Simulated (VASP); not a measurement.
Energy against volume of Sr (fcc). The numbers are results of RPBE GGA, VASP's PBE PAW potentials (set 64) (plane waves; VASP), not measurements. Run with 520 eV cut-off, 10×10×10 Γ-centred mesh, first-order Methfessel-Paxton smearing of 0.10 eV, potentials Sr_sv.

| V (Å³/atom) | E (eV/atom) |
|---|---|
| 54.571 | -1.45161 |
| 56.313 | -1.45778 |
| 58.054 | -1.46027 |
| 59.796 | -1.45947 |

Q: Fit these four points and predict the energy of the run at 61.537 Å³/atom.

A: A cubic in V^(−2/3), the third-order Birch-Murnaghan form, passes through the four points with V0 = 58.48 Å³/atom and B0 = 10 GPa, and gives -1.4557 eV/atom there. The run gave -1.4557 eV/atom, +0.1 meV/atom from the fit; all five points give B0 = 10 GPa.

The compound is Sr in the fcc structure. It was relaxed first.
